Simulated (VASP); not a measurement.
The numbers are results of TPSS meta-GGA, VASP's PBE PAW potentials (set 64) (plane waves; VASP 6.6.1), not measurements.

The input files of a VASP run:

File POSCAR:
```
RuAl
1
    3.0205273763     0.0000000000     0.0000000000
    0.0000000000     3.0205273763     0.0000000000
    0.0000000000     0.0000000000     3.0205273763
Al Ru
1 1
Direct
  0.5000000000   0.5000000000   0.5000000000
  0.0000000000   0.0000000000   0.0000000000
```

File KPOINTS:
```
Automatic mesh
0
Gamma
12 12 12
0 0 0
```

**INCAR**
```
SYSTEM  =  RuAl
PREC  =  Accurate; ENCUT  =  520; LREAL  =  F
LASPH  =  T
EDIFF  =  1E-7; NELM  =  100; ALGO  =  Normal
LMAXMIX  =  4; LMIXTAU  =  T
ISMEAR  =  1; SIGMA  =  0.1
METAGGA  =  TPSS
ISIF  =  2
LWAVE  =  F; LCHARG  =  F
```

POTCAR, in this order: Al Ru_pv (PBE.64 set). Program: vasp_std.

Output

OUTCAR:
```
 ion  position               nearest neighbor table
   1  0.500  0.500  0.500-   2 2.62   2 2.62   2 2.62   2 2.62   2 2.62   2 2.62   2 2.62   2 2.62
  LATTYP: Found a simple cubic cell.
 ALAT       =     3.0205273763
 Subroutine PRICEL returns:
 Original cell was already a primitive cell.
 Subroutine GETGRP returns: Found 48 space group operations
The static configuration has the point symmetry O_h .
The dynamic configuration has the point symmetry O_h .
 Subroutine INISYM returns: Found 48 space group operations
 Subroutine IBZKPT returns following result:
 Found     84 irreducible k-points:

 Following reciprocal coordinates:
            Coordinates               Weight
  0.000000  0.000000  0.000000      1.000000
  0.083333  0.000000  0.000000      6.000000
  0.166667  0.000000  0.000000      6.000000
  0.250000  0.000000  0.000000      6.000000
  0.333333  0.000000  0.000000      6.000000
  0.416667  0.000000  0.000000      6.000000
  0.500000  0.000000  0.000000      3.000000
  0.083333  0.083333  0.000000     12.000000
  0.166667  0.083333  0.000000     24.000000
  0.250000  0.083333  0.000000     24.000000
  0.333333  0.083333  0.000000     24.000000
  0.416667  0.083333  0.000000     24.000000
  0.500000  0.083333  0.000000     12.000000
  0.166667  0.166667  0.000000     12.000000
  0.250000  0.166667  0.000000     24.000000
  0.333333  0.166667  0.000000     24.000000
  0.416667  0.166667  0.000000     24.000000
  0.500000  0.166667  0.000000     12.000000
  0.250000  0.250000  0.000000     12.000000
  0.333333  0.250000  0.000000     24.000000
  0.416667  0.250000  0.000000     24.000000
  0.500000  0.250000  0.000000     12.000000
  0.333333  0.333333  0.000000     12.000000
  0.416667  0.333333  0.000000     24.000000
  0.500000  0.333333  0.000000     12.000000
  0.416667  0.416667  0.000000     12.000000
  0.500000  0.416667  0.000000     12.000000
  0.500000  0.500000  0.000000      3.000000
  0.083333  0.083333  0.083333      8.000000
  0.166667  0.083333  0.083333     24.000000
  0.250000  0.083333  0.083333     24.000000
  0.333333  0.083333  0.083333     24.000000
  0.416667  0.083333  0.083333     24.000000
  0.500000  0.083333  0.083333     12.000000
  0.166667  0.166667  0.083333     24.000000
  0.250000  0.166667  0.083333     48.000000
  0.333333  0.166667  0.083333     48.000000
  0.416667  0.166667  0.083333     48.000000
  0.500000  0.166667  0.083333     24.000000
  0.250000  0.250000  0.083333     24.000000
   k-points           NKPTS =     84   k-points in BZ     NKDIM =     84   number of bands    NBANDS=     12
   number of dos      NEDOS =    301   number of ions     NIONS =      2
   total plane-waves  NPLWV =  13824
   dimension x,y,z NGX =    24 NGY =   24 NGZ =   24
   dimension x,y,z NGXF=    48 NGYF=   48 NGZF=   48
   ions per type =               1   1
   PREC   = accura    normal or accurate (medium, high low for compatibility)
   ISTART =      0    job   : 0-new  1-cont  2-samecut
   ICHARG =      2    charge: 1-file 2-atom 10-const
   ISPIN  =      1    spin polarized calculation?
   LNONCOLLINEAR =      F non collinear calculations
   LSORBIT =      F    spin-orbit coupling
   INIWAV =      1    electr: 0-lowe 1-rand  2-diag
   ENCUT  =  520.0 eV  38.22 Ry    6.18 a.u.   5.62  5.62  5.62*2*pi/ulx,y,z
   NELM   =    100;   NELMIN=  2; NELMDL= -5     # of ELM steps
   EDIFF  = 0.1E-06   stopping-criterion for ELM
   LREAL  =      F    real-space projection
   NLSPLINE    = F    spline interpolate recip. space projectors
   LMAXMIX     =    4 max onsite mixed and CHGCAR
   VOSKOWN=      0    Vosko Wilk Nusair interpolation
...
```

**OSZICAR**
```
       N       E                     dE             d eps       ncg     rms          rms(c)
DAV:   1     0.223413893319E+03    0.22341E+03   -0.14258E+04  2232   0.248E+03
DAV:   2     0.206887081371E+02   -0.20273E+03   -0.19385E+03  2508   0.602E+02
DAV:   3     0.122010799100E+02   -0.84876E+01   -0.81118E+01  3100   0.154E+02
DAV:   4     0.119753747339E+02   -0.22571E+00   -0.22500E+00  3272   0.262E+01
DAV:   5     0.119694063030E+02   -0.59684E-02   -0.59666E-02  3300   0.398E+00    0.843E+00
DAV:   6    -0.286950846020E+02   -0.40664E+02   -0.82423E+01  2052   0.912E+01    0.144E+01
DAV:   7    -0.278254954323E+02    0.86959E+00   -0.24144E+00  2320   0.205E+01    0.100E+01
DAV:   8    -0.270872506722E+02    0.73824E+00   -0.28660E+00  2132   0.196E+01    0.256E+00
DAV:   9    -0.270394590691E+02    0.47792E-01   -0.26780E-01  2308   0.609E+00    0.630E-01
DAV:  10    -0.270482933193E+02   -0.88343E-02   -0.57677E-02  2024   0.343E+00    0.407E-01
DAV:  11    -0.270596850853E+02   -0.11392E-01   -0.37942E-02  2024   0.239E+00    0.617E-01
DAV:  12    -0.270560435313E+02    0.36416E-02   -0.10174E-02  2172   0.125E+00    0.181E-01
DAV:  13    -0.270576856586E+02   -0.16421E-02   -0.11543E-03  2416   0.385E-01    0.116E-01
DAV:  14    -0.270574168288E+02    0.26883E-03   -0.45472E-04  2168   0.256E-01    0.494E-02
DAV:  15    -0.270577045001E+02   -0.28767E-03   -0.89541E-05  2024   0.141E-01    0.310E-02
DAV:  16    -0.270577833799E+02   -0.78880E-04   -0.95810E-06  2136   0.467E-02    0.170E-02
DAV:  17    -0.270577824744E+02    0.90555E-06   -0.12472E-06  2288   0.154E-02    0.283E-03
DAV:  18    -0.270577828189E+02   -0.34453E-06   -0.68162E-07  2084   0.104E-02    0.600E-04
DAV:  19    -0.270577837688E+02   -0.94991E-06   -0.21187E-07  1924   0.555E-03    0.611E-04
DAV:  20    -0.270577837861E+02   -0.17269E-07   -0.17351E-08  1036   0.160E-03
   1 F= -.27057784E+02 E0= -.27057761E+02  d E =-.678072E-04
```

OUTCAR:
```
------------------------ aborting loop because EDIFF is reached ----------------------------------------
  FORCE on cell =-STRESS in cart. coord.  units (eV):
  Direction    XX          YY          ZZ          XY          YZ          ZX
  --------------------------------------------------------------------------------------
  Total       -1.0558476     -1.0558476     -1.0558476      0.0000000     -0.0000000      0.0000000
  in kB      -61.3851731    -61.3851731    -61.3851731      0.0000000     -0.0000000      0.0000000
  external PRESSURE =     -61.3851731 kB  Pullay stress =       0.0000000 kB
  volume of cell :       27.56
      direct lattice vectors                 reciprocal lattice vectors
     3.020527376  0.000000000  0.000000000     0.331068014  0.000000000  0.000000000
     0.000000000  3.020527376  0.000000000     0.000000000  0.331068014  0.000000000
     0.000000000  0.000000000  3.020527376     0.000000000  0.000000000  0.331068014
 POSITION                                       TOTAL-FORCE (eV/Angst)
 -----------------------------------------------------------------------------------
      1.51026      1.51026      1.51026         0.000000      0.000000      0.000000
      0.00000      0.00000      0.00000         0.000000      0.000000      0.000000
 -----------------------------------------------------------------------------------
    total drift:                               -0.000000      0.000000      0.000000
  FREE ENERGIE OF THE ION-ELECTRON SYSTEM (eV)
  ---------------------------------------------------
  free  energy   TOTEN  =       -27.0577837861 eV

  energy  without entropy=      -27.0577159789  energy(sigma->0) =      -27.05776118
```
(Selected blocks of OUTCAR.)

File OUTCAR:
```
 val. band max:       10.2634216620   @ k =   0.0833   0.0833   0.0000

 cond. band min:      10.2829831650   @ k =   0.2500   0.0833   0.0833


 Fermi energy:        10.2785495485

 k-point     1 :       0.0000    0.0000    0.0000
  band No.  band energies     occupation
      1     -31.8926      2.00000
      2     -31.8926      2.00000
      3     -31.8926      2.00000
      4       0.8122      2.00000
      5       6.8900      2.00000
      6       6.8900      2.00000
      7      10.4490     -0.03672
      8      10.4490     -0.03672
      9      10.4490     -0.03672
     10      16.2939      0.00000
     11      16.2939      0.00000
     12      16.2939      0.00000

 k-point     2 :       0.0833    0.0000    0.0000
  band No.  band energies     occupation
      1     -31.9052      2.00000
      2     -31.8915      2.00000
      3     -31.8915      2.00000
      4       0.9422      2.00000
      5       6.9319      2.00000
      6       6.9358      2.00000
      7      10.2906      0.79757
      8      10.2906      0.79757
      9      10.4646     -0.02446
     10      15.6597      0.00000
     11      16.5528      0.00000
     12      16.5528      0.00000

 k-point     3 :       0.1667    0.0000    0.0000
  band No.  band energies     occupation
      1     -31.9394      2.00000
      2     -31.8886      2.00000
      3     -31.8886      2.00000
      4       1.3244      2.00000
      5       7.0052      2.00000
      6       7.0650      2.00000
      7       9.9062      2.00000
      8       9.9062      2.00000
      9      10.5075     -0.00563
     10      14.4350      0.00000
     11      17.2401      0.00000
     12      17.2401      0.00000

 k-point     4 :       0.2500    0.0000    0.0000
  band No.  band energies     occupation
      1     -31.9859      2.00000
      2     -31.8847      2.00000
      3     -31.8847      2.00000
      4       1.9368      2.00000
      5       6.9477      2.00000
      6       7.2522      2.00000
...
```

The compound is RuAl in the CsCl type structure. This cell is one point of a volume scan, at 1.03 of the reference volume. The electron count is odd and the run is not spin-polarised, which forces a metal.
